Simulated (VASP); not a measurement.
The system is Ru.

```
Ru
1.0
     2.70580    0.00000    0.00000
    -1.35290    2.34329    0.00000
     0.00000    0.00000    4.28190
Ru
2
Direct
  0.33333 0.66667 0.25000
  0.66667 0.33333 0.75000
```

```yaml
Program: VASP 6.6.1
Task: relaxation of cell and atoms
Functional: PBE
Potentials_or_basis: VASP PAW PBE potentials, release 64 (Ru_pv)
Cutoff: 520 eV
k_mesh: 18 × 18 × 10
Occupations: gaussian, width 0.1 eV
Spin: no spin polarisation
```

At the start: pressure 4.4 GPa; volume 13.57 Å³/atom.

How do energy, volume and symmetry change on relaxing?

Over 3 steps the energy falls by 2.5 meV/atom and the volume is 13.76 Å³/atom (+1.4 %); space group P6_3/mmc (No. 194, to 0.05 Å).

Step by step:
| step | energy change (eV) | largest force (eV/Å) | pressure (GPa) | volume (Å³) |
| --- | --- | --- | --- | --- |
| 1 | 0.0000 | 0.0000 | 4.38 | 27.15 |
| 2 | 0.0356 | 0.0000 | -11.25 | 28.64 |
| 3 | -0.0050 | 0.0000 | -0.05 | 27.53 |

Final structure:
```
Ru
1.0
     2.71875    0.00000    0.00000
    -1.35937    2.35451    0.00000
     0.00000    0.00000    4.30022
Ru
2
Direct
  0.33333 0.66667 0.25000
  0.66667 0.33333 0.75000
```
